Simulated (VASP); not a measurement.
Input:

```xyz
3
Lattice="0.0000 2.6565 2.6565 2.6565 0.0000 2.6565 2.6565 2.6565 0.0000" Properties=species:S:1:pos:R:3 pbc="T T T"
Co     0.0000     0.0000     0.0000
Si     1.3283     1.3283     1.3283
Si     3.9848     3.9848     3.9848
```

Calculation: MS2 meta-GGA, VASP's PBE PAW potentials (set 64) (plane waves; VASP). Run with 520 eV cut-off, 11×11×11 Γ-centred mesh, tetrahedra with Blöchl corrections, potentials Co Si.

Q: What does the run give for the energy per atom (σ→0), band gap (over mesh and band path) with the smallest direct gap where there is one?

A: 
| Property | Result |
|---|---|
| band gap (over mesh and band path) | none (metal, semimetal or under 0.01 eV) |
| energy per atom (σ→0) | -10.064 eV/atom |

Only differences to runs with the same potentials and settings are physical.

The compound is CoSi2 in the fluorite structure. It was relaxed first. The run is not spin-polarised, so no magnetic state was tried. The electron count is odd and the run is not spin-polarised, which forces a metal.
